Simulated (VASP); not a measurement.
Wanted: the native input for a VASP 6.6.1 run.

- Task: single point
- Functional: PBE
- Dispersion: D3(BJ)
- Potentials or basis: VASP PAW PBE potentials, release 64 (O, H, Li_sv)
- Cutoff: 520 eV
- k mesh: 1 × 1 × 1
- Occupations: fermi-dirac, width 0.05 eV
- Spin: no spin polarisation
- Dipole correction: no
- Further INCAR settings: LREAL = Auto; ALGO = Fast; EDIFF = 1e-06; NBANDS = 45

The structure of LiH13O7 lies in POSCAR:

```
LiH13O7
1.0
    6.6282230000      0.0000000000      0.0000000000
    0.0000000000      6.6282230000      0.0000000000
    0.0000000000      0.0000000000      6.6282230000
O H Li
7 13 1
Direct
    0.1132882825      0.8329683537      0.1456498974
    0.8148337797      0.0143628239      0.4562610522
   -0.0241693739      0.3286552067      0.8191184877
    0.3562040686     -0.1067103506      0.5996931606
    0.8786668765      0.8260735947      0.8697806335
    0.7099942172      0.1293408505      1.0833823787
    0.1140577195      0.6243754925      0.4683457391
    0.1158681595      0.7397910420      0.2713095199
    0.2460086210      0.7982984278      0.0832651527
    0.7531882980      0.1274700625      0.5321939229
    0.8515102766      0.0565762498      0.3222281447
   -0.0437522998      0.4351241653      0.7148824051
    0.0691286337      0.2330036271      0.7542443880
    0.2823532039     -0.2405923880      0.5455610048
    0.4518707352     -0.1711318403      0.6931420382
    0.7919920618      0.9240485723      0.9417154492
    0.9808058661      0.8024171788      0.9819524781
    0.5816641957      0.2029503232      1.1025428686
    0.7818837719      0.2073255532      0.9892847600
    0.1843631393      0.5015673130      0.4229640433
    0.9681176991      0.8074864108      0.6020618196
```

The cell was built by a generator and needn't be a form met in nature.

One way to write it, as run:

INCAR

```
SYSTEM = LiH13O7
ALGO     = Fast           ! electronic algorithm
EDIFF    = 1E-6           ! SCF threshold, eV
ENCUT    = 520            ! plane-wave cutoff, eV
GGA      = PE             ! functional
ISIF     = 2              ! what is computed and relaxed
ISMEAR   = -1             ! smearing method
IVDW     = 12             ! dispersion correction
LASPH    = .TRUE.         ! aspherical terms in the spheres
LCHARG   = .TRUE.         ! write CHGCAR
LELF     = .TRUE.         ! ELF
LREAL    = Auto         
LVHAR    = .TRUE.       
LWAVE    = .FALSE.        ! write WAVECAR
NBANDS   = 45             ! bands
NELM     = 60             ! most SCF steps
PREC     = Accurate       ! precision mode
SIGMA    = 0.05           ! smearing width, eV
```

KPOINTS

```
k-points
0
G
  1 1 1
  0 0 0
```

Potentials or basis: VASP PAW PBE potentials, release 64 (O, H, Li_sv).

Launch:

```bash
$ cat potpaw_PBE.64/O/POTCAR potpaw_PBE.64/H/POTCAR potpaw_PBE.64/Li_sv/POTCAR > POTCAR
$ mpirun -np 1 vasp_gam > vasp.out
```

Results of the run:

```yaml
Largest_force: 2.750 eV/Å
Band_gap_on_the_k_mesh: 3.67 eV, direct
Dispersion_energy_per_atom: -0.030 eV
```

It took 19 s on 1 thread of AMD EPYC 9R45 96-Core Processor (Zen 5), with other jobs on the host, peak memory 0.3 GiB.
